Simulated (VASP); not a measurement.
A 71-atom supercell of AlN (wurtzite) holds O on the N site with a neighbouring Al vacancy in charge state -1. It is relaxed twice, with the total moment held at 1 and at 3 μB. Method: PBE GGA, VASP's PBE PAW potentials (set 64) (plane waves; VASP 6.6.1). Numerical set-up: PREC = Normal, LREAL = Auto, ISYM = 0, NELECT = 287.0, EDIFF = 1E-5, 400 eV cut-off, 1×1×1 Γ-centred mesh, Gaussian smearing of 0.050 eV, potentials Al N O.

The cell is charged, with a uniform compensating background. The supercell is sampled at Γ alone, which is coarse: total energies, pressure and levels can be off, energies of defects by several tenths of an eV.

Q: Which spin state lies lower, and by how much?

A: The state with 1 μB lies lower, by 3.12 eV.

The cell is a supercell with a defect, built from AlN (wurtzite).
